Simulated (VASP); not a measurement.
BiTe:

```
Bi Te
1.0
     0.00000    3.23500    3.23500
     3.23500    0.00000    3.23500
     3.23500    3.23500    0.00000
Bi Te
1 1
Direct
  0.00000 0.00000 0.00000
  0.50000 0.50000 0.50000
```

Base run:

| Property | Result |
| --- | --- |
| Program | VASP 6.6.1 |
| Functional | PBEsol |
| Potentials or basis | VASP PAW PBE potentials, release 64 (Bi_d, Te) |
| Cutoff | 520 eV |
| k mesh | 10 × 10 × 10 |
| Occupations | fermi-dirac, width 0.03 eV |
| Spin | no spin polarisation |

Its results: band gap on the k mesh none (metal or under the smearing width); pressure -1.7 GPa.

Problem. The run is repeated on the same cell with these changes: functional from PBEsol to LDA; potentials or basis from VASP PAW PBE potentials, release 64 (Bi_d, Te) to VASP PAW LDA potentials, release 64 (Bi_d, Te). What comes out?

Solution. Band gap on the k mesh none (metal or under the smearing width); pressure -2.7 GPa.

Caveats: spin-orbit coupling is left out, which moves the levels of the heavy elements; the PAW data sets were made with another functional, which shifts forces and pressure a little (some runs).

Not every run made on this cell is shown here.
